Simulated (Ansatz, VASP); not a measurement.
## One calculation of SrMg6Si, two programs

```
CELL_PARAMETERS angstrom
5.00530 0.00000 0.00000
0.00000 3.08490 6.89352
0.00000 -3.08490 6.89352
ATOMIC_POSITIONS crystal
Sr 0.50000 0.69763 0.69763
Si 0.50000 0.11525 0.11525
Mg 0.00000 0.86279 0.86279
Mg 0.00000 0.29972 0.29972
Mg 0.00000 0.32092 0.83004
Mg 0.00000 0.83004 0.32092
Mg 0.50000 0.19214 0.68150
Mg 0.50000 0.68150 0.19214
```

Change from the starting cell: volume scaled by 1.06.

Alike in both runs: task single point; functional PBE; k mesh 6 × 5 × 5; occupations fermi-dirac, width 0.05 eV; no spin polarisation.

```csv
,VASP,Ansatz
version,VASP 6.6.1,Ansatz 0.2.0
potentials or method,"VASP PAW PBE potentials, release 64 (Sr_sv, Si, Mg)",Ansatz PAW
plane-wave cutoff (eV),520,420
valence electrons in the cell,26,74
```

```tsv
	VASP	Ansatz	Ansatz less VASP
gap on the k mesh at the Fermi level (eV)	none	none	-
pressure (GPa)	-1.7	-1.7	+0.06
largest component of the traceless stress (GPa)	0.35	0.35	-0.008
rms of the force components (eV/Å)	0.050	0.048	-0.0022
```

Atom by atom the forces differ by 0.003 eV/Å (rms over components). A gap of «none» marks a metal or a gap that the smearing closes. With one functional, cell and mesh, what is left measures potentials, basis and numerics. The two sets of potentials don't hold the same shells in valence.
